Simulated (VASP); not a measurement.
Given:

```
CELL_PARAMETERS angstrom
      0.00000     2.74127     2.74127
      2.74127     0.00000     2.74127
      2.74127     2.74127     0.00000
ATOMIC_POSITIONS crystal
  Ga 0.00000 0.00000 0.00000
  P  0.25000 0.25000 0.25000
```

Computed with TPSS meta-GGA, VASP's PBE PAW potentials (set 64) (plane waves; VASP). Numerical set-up: 520 eV cut-off, 9×9×9 Γ-centred mesh, tetrahedra with Blöchl corrections, potentials Ga_d P.

Q: What does the run give for the energy per atom (σ→0), band gap (over mesh and band path) with the smallest direct gap where there is one?

A: 
```yaml
band gap (over mesh and band path): 1.68 eV
smallest direct gap (over mesh and band path): 1.87 eV
energy per atom (σ→0): -10.871 eV/atom
```

Only differences to runs with the same potentials and settings are physical.

The compound is GaP in the zinc blende structure. It was relaxed first.
